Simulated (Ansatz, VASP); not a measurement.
NbTe in VASP and in Ansatz

INCAR

```
PREC     = Accurate       # precision mode
ENCUT    = 600            # plane-wave cutoff, eV
EDIFF    = 1E-6           # SCF threshold, eV
ISMEAR   = -1             # smearing method
SIGMA    = 0.05           # smearing width, eV
LREAL    = False          # projectors in reciprocal space
LASPH    = True           # aspherical terms in the spheres
NELM     = 60             # most SCF steps
ALGO     = Normal         # electronic algorithm
ISIF     = 3              # what is computed and relaxed
LWAVE    = False          # write WAVECAR
LCHARG   = False          # write CHGCAR
GGA      = PS             # functional
IBRION   = 2              # ionic algorithm
NSW      = 60             # ionic steps
EDIFFG   = -0.01          # ionic threshold
```

File KPOINTS:

```
regular mesh
0
Gamma
  8 8 7
```

POSCAR

```
NbTe
1.0
    3.7029743866      0.0000000000      0.0000000000
   -1.8514871933      3.2068698884      0.0000000000
    0.0000000000      0.0000000000      3.6942110000
Te Nb
1 1
Direct
    0.6666666667      0.3333333333      0.0000000000
    0.0000000000      0.0000000000      0.5000000000
```

Contents of input.yaml:

```yaml
crystal:
  lattice:
    - [3.7029743866, 0.0, 0.0]
    - [-1.8514871933, 3.2068698884, 0.0]
    - [0.0, 0.0, 3.694211]
  atoms:
    - { symbol: Te, position: [0.6666666667, 0.3333333333, 0.0] }
    - { symbol: Nb, position: [0.0, 0.0, 0.5] }
hamiltonian:
  xc: pbesol
  pseudopotentials: { kind: paw }
kpoints:
  mp_grid: { grid: [8, 8, 7] }
scf:
  occupations: { method: fermi_dirac, width: 0.05 }
output:
  forces: true
  stress: true
  eigenvalues: true
relax:
  f_tol: 0.01
  max_steps: 40
  cell: { stress_tol: 0.05 }
```

The cell comes from a database or a generator and needn't be the stable form of this composition.

Alike in both runs: task relaxation of cell and atoms; functional PBEsol; k mesh 8 × 8 × 7; occupations fermi-dirac, width 0.05 eV; no spin polarisation.

```csv
,VASP,Ansatz
version,VASP 6.6.1,Ansatz 0.2.0
potentials or method,"VASP PAW PBE potentials, release 64 (Te, Nb_sv)",Ansatz PAW
plane-wave cutoff (eV),600,420
valence electrons in the cell,19,29
```

|  | VASP | Ansatz | Ansatz less VASP |
| --- | --- | --- | --- |
| gap on the k mesh at the Fermi level, each at its own relaxed structure (eV) | none | none | - |
| relaxed volume (Å³/atom) | 20.95 | 20.96 | +0.013 |
| relaxed cell length with the largest relative difference (Å) | 3.673 | 3.674 | +0.0013 |
| energy change over the relaxation (meV/atom) | -17 | -17 | +0.5 |

A gap of «none» marks a metal or a gap that the smearing closes. The two sets of potentials don't hold the same shells in valence.

Caveats: the PAW data sets were made with another functional, which shifts forces and pressure a little (VASP); the plane-wave basis is chosen anew once the cell has moved, so the energies of steps on either side of that aren't comparable (Ansatz); the PAW data sets come from PBE, with cores solved anew for the run's functional, which leaves a small shift of forces and pressure (Ansatz). The runs have no spin-orbit coupling, so splittings on Te are missing.
